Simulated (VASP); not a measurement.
Consider the following.

```
GaZn35O35
1.0
    4.93232    -8.54303     0.00000
    4.93232     8.54303     0.00000
    0.00000     0.00000    10.58478
Zn O Ga
35 35 1
Direct
  0.22211   0.11118   0.24998
  0.11188   0.22317   0.00094
  0.22179   0.11298   0.74653
  0.11611   0.24035   0.48841
  0.20401   0.43556   0.27062
  0.11199   0.55522   0.00064
  0.22615   0.44614   0.74874
  0.11604   0.54147   0.48776
  0.22198   0.77737   0.24990
  0.11292   0.88963   0.99871
  0.22176   0.77489   0.74617
  0.11352   0.88996   0.49886
  0.55618   0.11123   0.25037
  0.44339   0.22129   0.00106
  0.55615   0.11128   0.75098
  0.44365   0.22214   0.50164
  0.55199   0.44483   0.25079
  0.44022   0.55321   0.00730
  0.56058   0.44399   0.75522
  0.55196   0.77348   0.25086
  0.44334   0.88847   0.00102
  0.56035   0.78281   0.75532
  0.44332   0.88729   0.50144
  0.88717   0.10985   0.25031
  0.77911   0.22284   0.99871
  0.89400   0.11465   0.74768
  0.77649   0.22128   0.50055
  0.88707   0.44375   0.25023
  0.77903   0.55549   0.00134
  0.89429   0.44565   0.74732
  0.78112   0.55827   0.50229
  0.88963   0.77798   0.25002
  0.77882   0.88985   0.00153
  0.89105   0.77878   0.75134
  0.78088   0.88914   0.50229
  0.22163   0.11565   0.44010
  0.10947   0.22018   0.18935
  0.22223   0.11192   0.93704
  0.11437   0.22697   0.68047
  0.10905   0.55593   0.18899
  0.22232   0.44430   0.93741
  0.11453   0.55349   0.67993
  0.22124   0.77198   0.44003
  0.11183   0.88923   0.18894
  0.22220   0.77675   0.93669
  0.11279   0.88952   0.68864
  0.55330   0.10959   0.44025
  0.44487   0.22273   0.19114
  0.55544   0.11095   0.94078
  0.44631   0.22360   0.69088
  0.55444   0.45006   0.44373
  0.42996   0.54808   0.19865
  0.55488   0.44524   0.94459
  0.45440   0.56038   0.69232
  0.55388   0.76987   0.44381
  0.44473   0.88849   0.19115
  0.55472   0.77582   0.94470
  0.44631   0.88915   0.69075
  0.88657   0.10912   0.44025
  0.77724   0.22186   0.18833
  0.89016   0.11136   0.93790
  0.77835   0.22230   0.69014
  0.88618   0.44357   0.44014
  0.77418   0.55461   0.19130
  0.89014   0.44522   0.93758
  0.78123   0.55634   0.69146
  0.89110   0.77869   0.43947
  0.77434   0.88612   0.19151
  0.88948   0.77800   0.94106
  0.78094   0.89103   0.69149
  0.43478   0.55023   0.50568
```

Method: PBE GGA, VASP's PBE PAW potentials (set 64) (plane waves; VASP 6.6.1). Run with PREC = Normal, LREAL = Auto, ISYM = 0, 400 eV cut-off, 1×1×1 Γ-centred mesh, Gaussian smearing of 0.050 eV, potentials Zn O Ga. Starting moments (MAGMOM): 71*0.0423. The cell's moment is fixed (NUPDOWN = 3).

At this cut-off the stress carries a Pulay error, which pulls relaxed volumes low.  The supercell is sampled at Γ alone, which is coarse: total energies, pressure and levels can be off, energies of defects by several tenths of an eV.

Q: What does the run give for the cell moment, energy per atom (σ→0), pressure?

A: 
| Item | Value |
|---|---|
| cell moment | 3.00 μB |
| energy per atom (σ→0) | -4.393 eV/atom |
| pressure | -4.28 GPa |

Q: Give the moment on each site (PAW-sphere projection).

A: 
| site | moment (μB) |
|---|---|
| Zn1 | 0.02 |
| Zn2 | 0.02 |
| Zn3 | 0.01 |
| Zn4 | 0.04 |
| Zn5 | 0.09 |
| Zn6 | 0.02 |
| Zn7 | 0.01 |
| Zn8 | 0.04 |
| Zn9 | 0.02 |
| Zn10 | 0.02 |
| Zn11 | 0.01 |
| Zn12 | 0.01 |
| Zn13 | 0.02 |
| Zn14 | 0.02 |
| Zn15 | 0.02 |
| Zn16 | 0.01 |
| Zn17 | 0.01 |
| Zn18 | 0.01 |
| Zn19 | 0.02 |
| Zn20 | 0.01 |
| Zn21 | 0.02 |
| Zn22 | 0.02 |
| Zn23 | 0.01 |
| Zn24 | 0.02 |
| Zn25 | 0.02 |
| Zn26 | 0.01 |
| Zn27 | 0.01 |
| Zn28 | 0.02 |
| Zn29 | 0.02 |
| Zn30 | 0.01 |
| Zn31 | 0.01 |
| Zn32 | 0.02 |
| Zn33 | 0.02 |
| Zn34 | 0.02 |
| Zn35 | 0.01 |
| O36 | 0.02 |
| O37 | 0.06 |
| O38 | 0.04 |
| O39 | 0.03 |
| O40 | 0.06 |
| O41 | 0.04 |
| O42 | 0.04 |
| O43 | 0.02 |
| O44 | 0.03 |
| O45 | 0.04 |
| O46 | 0.02 |
| O47 | 0.01 |
| O48 | 0.03 |
| O49 | 0.04 |
| O50 | 0.03 |
| O51 | 0.06 |
| O52 | 0.04 |
| O53 | 0.04 |
| O54 | 0.08 |
| O55 | 0.06 |
| O56 | 0.03 |
| O57 | 0.04 |
| O58 | 0.03 |
| O59 | 0.05 |
| O60 | 0.04 |
| O61 | 0.04 |
| O62 | 0.03 |
| O63 | 0.05 |
| O64 | 0.03 |
| O65 | 0.04 |
| O66 | 0.03 |
| O67 | 0.02 |
| O68 | 0.03 |
| O69 | 0.04 |
| O70 | 0.03 |
| Ga71 | 0.24 |

The cell is a supercell with a defect, built from ZnO (wurtzite): Ga_Zn-vac_O.
